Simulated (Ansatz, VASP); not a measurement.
# MgI2: VASP beside Ansatz, part 2 of 2

Aim: how closely do two programs agree when they are given the same cell, functional and k mesh? The structure shown is the start of the Ansatz relaxation below; VASP solves that cell, so the two are compared at the walk's first step.

VASP 6.6.1 and Ansatz 0.2.0.

So far. Step 3 (VASP: single point, LDA, start cell, pair 1): The run ends at a pressure of -0.05 GPa, with forces up to 0.15 eV/Å.

### 6. VASP: single point, LDA, start cell, pair 2

Level of this step: LDA; plane waves and PAW (Mg, I) (VASP).

The same cell, functional (in two slightly different forms), mesh and smearing now go to VASP, with its own data sets.

The input, INCAR:

```
SYSTEM = MgI2
PREC = Accurate
ENCUT = 520
EDIFF = 1E-06
NELM = 120
ISMEAR = 0
SIGMA = 0.02
LREAL = .FALSE.
ALGO = Normal
GGA = CA
NBANDS = 14
LORBIT = 11
LWAVE = .FALSE.
LCHARG = .FALSE.
ISIF = 2
LASPH = .TRUE.
GGA_COMPAT = .FALSE.
EFERMI = MIDGAP
KPAR = 2
```

The input, POSCAR:

```
MgI2
1.0
    4.0554860000      0.0000000000      0.0000000000
   -2.0277430000      3.5121540000      0.0000000000
    0.0000000000      0.0000000000      6.7395520000
Mg I
1 2
Direct
    0.0000000000      0.0000000000      0.0000000000
    0.3333333333      0.6666666667      0.2388216605
    0.6666666667      0.3333333333      0.7611783395
```

The input, KPOINTS:

```
Automatic mesh
0
Gamma
6 6 4
0 0 0
```

The projector-augmented-wave data sets are Mg and I (LDA family, release 64).

Command:

```
$ mpirun -np 2 vasp_std
```

Numbers of over 12 decimals in the logs are rounded to 6 here.

What it wrote:

```text
[... set-up lines as in an earlier step ...]
 entering main loop
       N       E                     dE             d eps       ncg     rms          rms(c)
DAV:   1     0.746717449639E+02    0.74672E+02   -0.59711E+03   672   0.917E+02
DAV:   2    -0.337422842370E+01   -0.78046E+02   -0.72058E+02   970   0.134E+02
DAV:   3    -0.911664522475E+01   -0.57424E+01   -0.57231E+01   888   0.435E+01
DAV:   4    -0.922248673445E+01   -0.10584E+00   -0.10583E+00   880   0.709E+00
[...]
DAV:   9    -0.907722932426E+01    0.20157E-04   -0.50327E-04   906   0.134E-01    0.878E-02
DAV:  10    -0.907722181531E+01    0.75089E-05   -0.29837E-05   804   0.359E-02    0.422E-02
DAV:  11    -0.907722106885E+01    0.74647E-06   -0.22794E-06   770   0.105E-02
   1 F= -.90772211E+01 E0= -.90772211E+01  d E =0.000000E+00
```

Parts of OUTCAR (step 6):

```text
  Total        0.5762962      0.5762963      0.7920498      0.0000000      0.0000000      0.0000000
  in kB        9.6185341      9.6185346     13.2195164      0.0000000      0.0000000      0.0000000
  external PRESSURE =      10.8188617 kB  Pullay stress =       0.0000000 kB

 POSITION                                       TOTAL-FORCE (eV/Angst)
 -----------------------------------------------------------------------------------
      0.00000      0.00000      0.00000         0.000000      0.000000      0.000000
     -0.00000      2.34144      1.60955        -0.000000     -0.000000      0.324342
      2.02774      1.17072      5.13000        -0.000000      0.000000     -0.324342
 -----------------------------------------------------------------------------------
    total drift:                                0.000000     -0.000000      0.000000

  FREE ENERGIE OF THE ION-ELECTRON SYSTEM (eV)
  ---------------------------------------------------
  free  energy   TOTEN  =        -9.0772210688 eV

  energy  without entropy=       -9.0772210688  energy(sigma->0) =       -9.07722107

[... 1 part as in an earlier step ...]

[... 2 further parts left out ...]
[key lines of the parts left out:]
E-fermi :   4.4980
```

The run ends at a pressure of 1.08 GPa, with forces up to 0.32 eV/Å.

### 7. Side by side

What differs besides the data sets and the points named for the pairs above, as far as they apply: the data sets hold 44 valence electrons in Ansatz (on its default PAW (the set named soft_2) files) and 16 in VASP. Total energies have different zeros and are not compared.

Forces (eV/Å; atoms numbered as in POSCAR):

| atom | Ansatz x, y, z | VASP x, y, z |
| --- | --- | --- |
| Mg1 | 0.000, 0.000, 0.000 | 0.000, 0.000, 0.000 |
| I2 | 0.000, 0.000, 0.332 | 0.000, 0.000, 0.324 |
| I3 | 0.000, 0.000, -0.332 | 0.000, 0.000, -0.324 |

The forces differ by 3.6 meV/Å r.m.s., which is 2.3 % of the r.m.s. force of 0.153 eV/Å (both taken over all components).

### 8. Ansatz: relaxation, LDA

The two programs are compared at the cell with which this relaxation starts, whose forces are those of its first step. The cell compared in this pair holds 105.19 Å³, against 95.99 Å³ for the pair before.

The structure compared here is the start of the Ansatz relaxation; VASP solves that cell, so the two are compared at the walk's first step.

The input, input.yaml:

```yaml
crystal:
  lattice:
    - [4.1809926649, 0.0, 0.0]
    - [-2.0904963324, 3.6208458608, 0.0]
    - [0.0, 0.0, 6.9481232423]
  atoms:
    - { symbol: Mg, position: [0.0, 0.0, 0.0] }
    - { symbol: I, position: [0.3333333333, 0.6666666667, 0.2388216771] }
    - { symbol: I, position: [0.6666666667, 0.3333333333, 0.7611783229] }
kpoints:
  mp_grid: { grid: [6, 6, 4] }
hamiltonian:
  xc: lda
scf:
  occupations: { method: gaussian, width: 0.02 }
output:
  forces: true
  stress: true
  eigenvalues: true
relax:
  adjacent_minimum: "off"
  f_tol: 0.001
  max_steps: 60
  cell: { stress_tol: 0.02, fix: [volume] }
```

Command:

```
$ ansatz run input.yaml --threads 4 --pin off --max-ram 8192MiB --backend cpu --events-out ev --progress --plain --runs-dir out
```

What it wrote:

```text
[...]
Crystal: 3 atoms, lattice volume = 105.186 Å³
Basis set: ecut = 420 eV, 2033 PW (Γ)
Bands: 27, of which v1, the nominal top of the filled ones, is band 22 counted from 1 (21 counted from 0)
Symmetry: 12 space group operations
[...]
k-points: 24 of 144
[...]
--- Relaxed structure (5 steps of the walk, 5 accepted, 1 SCFs on fresh bases) ---
[...]
cell:  # Å, volume = 105.1858 Å³
    - [4.118517, -2.8436031834970755e-11, -1.1736661957440752e-18]
    - [-2.059258, 3.566740, 2.347332391544269e-18]
    - [-1.9504404879154632e-18, 3.3782620223705665e-18, 7.160522]
  atoms:
    - { symbol: Mg, position: [0, 0, 0] }
    - { symbol: I, position: [0.333333, 0.666667, 0.230900] }
    - { symbol: I, position: [0.666667, 0.333333, 0.769100] }
[key lines of the parts left out:]
SCF converged after 5 iterations
Free energy (F): -16616.507292 eV
Fermi energy:    6.041592 eV
P = ⅓ Tr σ = -0.8161 GPa (-8.161 kbar)
```

### 9. VASP: single point, LDA, start cell, pair 3

The same cell, functional (in two slightly different forms), mesh and smearing now go to VASP, with its own data sets.

INCAR is that of step 6.

The input, POSCAR:

```
MgI2
1.0
    4.1809930000      0.0000000000      0.0000000000
   -2.0904960000      3.6208460000      0.0000000000
    0.0000000000      0.0000000000      6.9481230000
Mg I
1 2
Direct
    0.0000000000      0.0000000000      0.0000000000
    0.3333332076      0.6666665746      0.2388216213
    0.6666665532      0.3333334254      0.7611783787
```

KPOINTS is that of step 6.

Command:

```
$ mpirun -np 2 vasp_std
```

What it wrote:

```text
[... set-up lines as in an earlier step ...]
 entering main loop
       N       E                     dE             d eps       ncg     rms          rms(c)
DAV:   1     0.746466845937E+02    0.74647E+02   -0.57498E+03   672   0.892E+02
DAV:   2    -0.299515932298E+01   -0.77642E+02   -0.70432E+02   918   0.135E+02
DAV:   3    -0.911580109243E+01   -0.61206E+01   -0.60950E+01   888   0.445E+01
DAV:   4    -0.923511923493E+01   -0.11932E+00   -0.11931E+00   914   0.745E+00
[...]
DAV:   9    -0.904968395616E+01    0.55274E-04   -0.82138E-04   876   0.166E-01    0.103E-01
DAV:  10    -0.904966816421E+01    0.15792E-04   -0.41393E-05   792   0.427E-02    0.396E-02
DAV:  11    -0.904966761723E+01    0.54697E-06   -0.41801E-06   900   0.128E-02
   1 F= -.90496676E+01 E0= -.90496676E+01  d E =0.000000E+00
```

From OUTCAR (step 9):

```text
  Total       -1.3033424     -1.3033423     -0.9746925     -0.0000002      0.0000000      0.0000000
  in kB      -19.8523594    -19.8523578    -14.8464020     -0.0000027      0.0000000      0.0000000
  external PRESSURE =     -18.1837064 kB  Pullay stress =       0.0000000 kB

 POSITION                                       TOTAL-FORCE (eV/Angst)
 -----------------------------------------------------------------------------------
      0.00000      0.00000      0.00000         0.000000      0.000000      0.000000
      0.00000      2.41390      1.65936         0.000000      0.000000     -0.153101
      2.09050      1.20695      5.28876        -0.000000     -0.000000      0.153101
 -----------------------------------------------------------------------------------
    total drift:                                0.000563     -0.000000      0.000000

  FREE ENERGIE OF THE ION-ELECTRON SYSTEM (eV)
  ---------------------------------------------------
  free  energy   TOTEN  =        -9.0496676172 eV

  energy  without entropy=       -9.0496676172  energy(sigma->0) =       -9.04966762

[... 1 part as in an earlier step ...]

[... 2 further parts left out ...]
[key lines of the parts left out:]
E-fermi :   3.5885
```

The run ends at a pressure of -1.82 GPa, with forces up to 0.15 eV/Å.

### 10. Side by side

What differs besides the data sets and the points named for the pairs above, as far as they apply: the data sets hold 44 valence electrons in Ansatz (on its default PAW (the set named soft_2) files) and 16 in VASP. Total energies have different zeros and are not compared.

Forces (eV/Å; atoms numbered as in POSCAR):

```
atom        Ansatz x, y, z          VASP x, y, z
 Mg1   0.000, 0.000, 0.000   0.000, 0.000, 0.000
  I2  0.000, 0.000, -0.141  0.000, 0.000, -0.153
  I3   0.000, 0.000, 0.141   0.000, 0.000, 0.153
```

The forces differ by 5.7 meV/Å r.m.s., which is 7.9 % of the r.m.s. force of 0.072 eV/Å (both taken over all components).

### 11. Outcome

```yaml
r_m_s_force_difference_single_point_lda_start_cell_pair_1: 4.4 meV/Å
r_m_s_force_difference_single_point_lda_start_cell_pair_2: 3.6 meV/Å
r_m_s_force_difference_single_point_lda_start_cell_pair_3: 5.7 meV/Å
```

What this shows: The r.m.s. force difference is 5.7 meV/Å (single point, LDA, start cell, pair 3), within the 12 meV/Å picked in this series as the mark of a large difference. The data sets hold unlike numbers of valence electrons (44 in Ansatz and 16 in VASP), so part of the differences comes from the potentials. 9 further runs of this series are not shown here. How closely two codes agree says nothing of how well the functional describes the real material.

[Lines on the potential files, build, host, timing and source positions are cut from VASP's logs without a mark.]

[Logs are printed without paths, hosts, clocks, repeated set-up lines and the standing remarks that a program may print on its own settings, such as how far it seeks lower states.]

[Hosts, paths, dates, database ids (printed as entryN), source tags and the programs' standing remarks are cut or masked in the printed files.]
